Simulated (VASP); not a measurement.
Here is a VASP 6.6.1 calculation.

Contents of INCAR:

```
SYSTEM = Zn15NiO16
PREC = Accurate
ENCUT = 450
EDIFF = 1E-5
ISMEAR = 0
SIGMA = 0.03
LREAL = Auto
LASPH = .TRUE.
NELM = 120
ALGO = Normal
ISIF = 2
LWAVE = .FALSE.
LCHARG = .FALSE.
ISPIN = 2
MAGMOM = 3 0 0 0 0 0 0 0 0 0 0 0 0 0 0 0 0 0 0 0 0 0 0 0 0 0 0 0 0 0 0 0
LORBIT = 11
LMAXMIX = 4
LDAU = .TRUE.
LDAUTYPE = 2
LDAUL = 2 -1 -1
LDAUU = 5 0 0
LDAUJ = 0 0 0
LDAUPRINT = 1
GGA = PS
IBRION = 2
NSW = 40
EDIFFG = -0.03
NELECT = 285.0
KPAR = 4
```

File KPOINTS:

```
Automatic mesh
0
G
  3 3 2
  0 0 0
```

File POSCAR:

```
Zn15NiO16
1.0
    6.4988000000      0.0000000000      0.0000000000
   -3.2494000000      5.6281258941      0.0000000000
    0.0000000000      0.0000000000     10.4076000000
Ni Zn O
1 15 16
Direct
    0.1666666667      0.3333333333      0.0000000000
    0.1666666667      0.3333333333      0.5000000000
    0.1666666667      0.8333333333      0.0000000000
    0.1666666667      0.8333333333      0.5000000000
    0.6666666667      0.3333333333      0.0000000000
    0.6666666667      0.3333333333      0.5000000000
    0.6666666667      0.8333333333      0.0000000000
    0.6666666667      0.8333333333      0.5000000000
    0.3333333333      0.1666666667      0.2500000000
    0.3333333333      0.1666666667      0.7500000000
    0.3333333333      0.6666666667      0.2500000000
    0.3333333333      0.6666666667      0.7500000000
    0.8333333333      0.1666666667      0.2500000000
    0.8333333333      0.1666666667      0.7500000000
    0.8333333333      0.6666666667      0.2500000000
    0.8333333333      0.6666666667      0.7500000000
    0.1666666667      0.3333333333      0.1910500000
    0.1666666667      0.3333333333      0.6910500000
    0.1666666667      0.8333333333      0.1910500000
    0.1666666667      0.8333333333      0.6910500000
    0.6666666667      0.3333333333      0.1910500000
    0.6666666667      0.3333333333      0.6910500000
    0.6666666667      0.8333333333      0.1910500000
    0.6666666667      0.8333333333      0.6910500000
    0.3333333333      0.1666666667      0.4410500000
    0.3333333333      0.1666666667      0.9410500000
    0.3333333333      0.6666666667      0.4410500000
    0.3333333333      0.6666666667      0.9410500000
    0.8333333333      0.1666666667      0.4410500000
    0.8333333333      0.1666666667      0.9410500000
    0.8333333333      0.6666666667      0.4410500000
    0.8333333333      0.6666666667      0.9410500000
```

Potentials or basis: VASP PAW PBE potentials, release 64 (Ni, Zn, O).

Run with:

```sh
$ cat potpaw_PBE.64/Ni/POTCAR potpaw_PBE.64/Zn/POTCAR potpaw_PBE.64/O/POTCAR > POTCAR
$ mpirun -np 4 vasp_std > vasp.out
```

Question: Estimate the net moment.

Answer: 3.00 μB per cell.

Question: Predict the site moments.

Answer: Ni +2.00; Zn -0.00, +0.02, +0.00, +0.01; O +0.19, +0.00, +0.01, +0.17 μB.

Question: What does it give for the energy gained by relaxing?

Answer: 12.6 meV/atom.

Forces in eV/Å, atoms in the order of the input:
```
Ni   0.000  0.000  0.006
Zn   0.000  0.000 -0.004
Zn  -0.003 -0.002  0.000
Zn  -0.003 -0.002 -0.005
Zn   0.000  0.004  0.000
Zn   0.000  0.003 -0.005
Zn   0.003 -0.002  0.000
Zn   0.003 -0.002 -0.005
Zn   0.004 -0.002  0.005
Zn   0.003 -0.002 -0.009
Zn   0.000  0.004  0.005
Zn   0.000  0.004 -0.009
Zn  -0.004 -0.002  0.005
Zn  -0.003 -0.002 -0.009
Zn   0.000  0.000  0.021
Zn   0.000  0.000 -0.008
O    0.000  0.000  0.022
O    0.000  0.000 -0.005
O   -0.011 -0.007  0.007
O   -0.003 -0.002 -0.009
O    0.000  0.013  0.007
O    0.000  0.004 -0.009
O    0.011 -0.007  0.007
O    0.003 -0.002 -0.009
O    0.002 -0.001 -0.001
O    0.002 -0.001  0.006
O    0.000  0.002 -0.001
O    0.000  0.002  0.006
O   -0.002 -0.001 -0.001
O   -0.002 -0.001  0.006
O    0.000  0.000  0.003
O    0.000  0.000 -0.014
```

Caveat: the PAW data sets were made with another functional, which shifts forces and pressure a little. The state reached can hang on the start; a lower one may exist.
